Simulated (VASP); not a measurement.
```xyz
72
Lattice="9.6498 0.0000 0.0000 0.0000 9.6498 0.0000 0.0000 0.0000 9.7143" Properties=species:S:1:pos:R:3 pbc="T T T"
Sn     0.0000     0.0000     0.0000
Sn     2.4125     2.4125     1.6191
Sn     0.0000     0.0000     3.2381
Sn     2.4125     2.4125     4.8572
Sn     0.0000     0.0000     6.4762
Sn     2.4125     2.4125     8.0953
Sn     0.0000     4.8249     0.0000
Sn     2.4125     7.2374     1.6191
Sn     0.0000     4.8249     3.2381
Sn     2.4125     7.2374     4.8572
Sn     0.0000     4.8249     6.4762
Sn     2.4125     7.2374     8.0953
Sn     4.8249     0.0000     0.0000
Sn     7.2374     2.4125     1.6191
Sn     4.8249     0.0000     3.2381
Sn     7.2374     2.4125     4.8572
Sn     4.8249     0.0000     6.4762
Sn     7.2374     2.4125     8.0953
Sn     4.8635     4.7885     9.6995
Sn     7.2374     7.2374     1.6191
Sn     7.2374     7.2374     4.8572
Sn     4.7822     4.8570     6.4823
Sn     7.2374     7.2374     8.0953
O      1.4812     1.4812     0.0000
O      3.8937     0.9312     1.6191
O      0.9312     3.8937     1.6191
O      3.3437     3.3437     0.0000
O      1.4812     1.4812     3.2381
O      3.8937     0.9312     4.8572
O      0.9312     3.8937     4.8572
O      3.3765     3.3206     3.2045
O      1.4812     1.4812     6.4762
O      3.8937     0.9312     8.0953
O      0.9312     3.8937     8.0953
O      3.3437     3.3437     6.4762
O      1.4812     6.3062     0.0000
O      3.8690     5.7925     1.6377
O      0.9312     8.7186     1.6191
O      3.3437     8.1686     0.0000
O      1.4812     6.3062     3.2381
O      3.9394     5.7853     4.8553
O      0.9312     8.7186     4.8572
O      3.3437     8.1686     3.2381
O      1.4812     6.3062     6.4762
O      3.8937     5.7561     8.0953
O      0.9312     8.7186     8.0953
O      3.3437     8.1686     6.4762
O      6.3062     1.4812     0.0000
O      8.7186     0.9312     1.6191
O      5.7995     3.8889     1.6081
O      8.1686     3.3437     0.0000
O      6.3062     1.4812     3.2381
O      8.7186     0.9312     4.8572
O      5.7560     3.8738     4.8794
O      8.1686     3.3437     3.2381
O      6.3062     1.4812     6.4762
O      8.7186     0.9312     8.0953
O      5.7561     3.8937     8.0953
O      8.1686     3.3437     6.4762
O      6.3062     6.3062     0.0000
O      8.7186     5.7561     1.6191
O      5.7561     8.7186     1.6191
O      8.1686     8.1686     0.0000
O      6.3124     6.2802     3.2221
O      8.7186     5.7561     4.8572
O      5.7561     8.7186     4.8572
O      8.1686     8.1686     3.2381
O      6.3062     6.3062     6.4762
O      8.7186     5.7561     8.0953
O      5.7561     8.7186     8.0953
O      8.1686     8.1686     6.4762
Nb     4.8210     4.8456     3.2848
```

Method: PBE GGA, VASP's PBE PAW potentials (set 64) (plane waves; VASP 6.6.1). Numerical set-up: PREC = Normal, LREAL = Auto, ISYM = 0, EDIFF = 1E-5, 400 eV cut-off, 1×1×1 Γ-centred mesh, Gaussian smearing of 0.050 eV, potentials Sn O Nb_sv. Starting moments (MAGMOM): 72*0.0139. The cell's moment is fixed (NUPDOWN = 1).

The supercell is sampled at Γ alone, which is coarse: total energies, pressure and levels can be off, energies of defects by several tenths of an eV.

### Question
The ions are relaxed. Predict the relaxed structure.

### Answer

```xyz
72
Lattice="9.6498 0.0000 0.0000 0.0000 9.6498 0.0000 0.0000 0.0000 9.7143" Properties=species:S:1:pos:R:3 pbc="T T T"
Sn     0.0017     9.6496     9.7105
Sn     2.4086     2.4075     1.6184
Sn     0.0012     9.6498     3.2377
Sn     2.4084     2.4076     4.8588
Sn     0.0007     0.0009     6.4795
Sn     2.4191     2.4177     8.0950
Sn     0.0018     4.8246     0.0022
Sn     2.4019     7.2489     1.6249
Sn     0.0013     4.8253     3.2382
Sn     2.4022     7.2493     4.8527
Sn     0.0021     4.8244     6.4735
Sn     2.4126     7.2377     8.0953
Sn     4.8262     9.6496     0.0025
Sn     7.2506     2.4011     1.6239
Sn     4.8260     0.0005     3.2382
Sn     7.2502     2.4006     4.8525
Sn     4.8262     9.6490     6.4737
Sn     7.2385     2.4124     8.0956
Sn     4.8248     4.8262     9.7076
Sn     7.2439     7.2423     1.6186
Sn     7.2439     7.2424     4.8581
Sn     4.8257     4.8250     6.4835
Sn     7.2335     7.2319     8.0951
O      1.4834     1.4830     9.7123
O      3.8962     0.9474     1.6237
O      0.9498     3.8958     1.6242
O      3.3638     3.3613     0.0188
O      1.4886     1.4887     3.2383
O      3.8964     0.9475     4.8528
O      0.9499     3.8960     4.8517
O      3.3958     3.3917     3.2386
O      1.4833     1.4829     6.4791
O      3.8912     0.9382     8.0951
O      0.9399     3.8896     8.0955
O      3.3603     3.3641     6.4584
O      1.4961     6.2888     0.0103
O      3.9144     5.7378     1.7052
O      0.9308     8.7192     1.6204
O      3.3614     8.1553     0.0102
O      1.4765     6.3055     3.2391
O      3.9148     5.7373     4.7723
O      0.9310     8.7200     4.8562
O      3.3434     8.1778     3.2388
O      1.4981     6.2870     6.4661
O      3.8904     5.7613     8.0959
O      0.9387     8.7114     8.0944
O      3.3621     8.1552     6.4666
O      6.2891     1.4957     0.0104
O      8.7212     0.9302     1.6198
O      5.7386     3.9133     1.7028
O      8.1569     3.3609     0.0100
O      6.3059     1.4757     3.2380
O      8.7202     0.9303     4.8554
O      5.7394     3.9128     4.7753
O      8.1766     3.3446     3.2383
O      6.2903     1.4939     6.4667
O      8.7128     0.9381     8.0958
O      5.7613     3.8896     8.0962
O      8.1567     3.3607     6.4666
O      6.2901     6.2882     0.0186
O      8.7046     5.7550     1.6236
O      5.7552     8.7014     1.6243
O      8.1686     8.1679     9.7123
O      6.2618     6.2540     3.2388
O      8.7049     5.7554     4.8527
O      5.7547     8.7011     4.8517
O      8.1628     8.1631     3.2384
O      6.2892     6.2891     6.4585
O      8.7140     5.7604     8.0950
O      5.7611     8.7113     8.0958
O      8.1684     8.1683     6.4791
Nb     4.8275     4.8238     3.2387
``` The cell ends with 1.00 μB, on the first 30 sites 0.03 0.03 0.03 0.03 0.03 0.03 0.03 0.02 0.03 0.02 0.03 0.03 0.03 0.02 0.03 0.02 0.03 0.03 0.03 0.03 0.03 0.03 0.03 0.01 0.01 0.01 0.01 0.00 0.01 0.01 μB.

### Question
How much energy does the relaxation gain?

### Answer
The energy (σ→0) changes by -11.7 meV/atom, in 16 ionic steps.

The cell is a supercell with a defect, built from SnO2 (rutile): Nb_Sn.
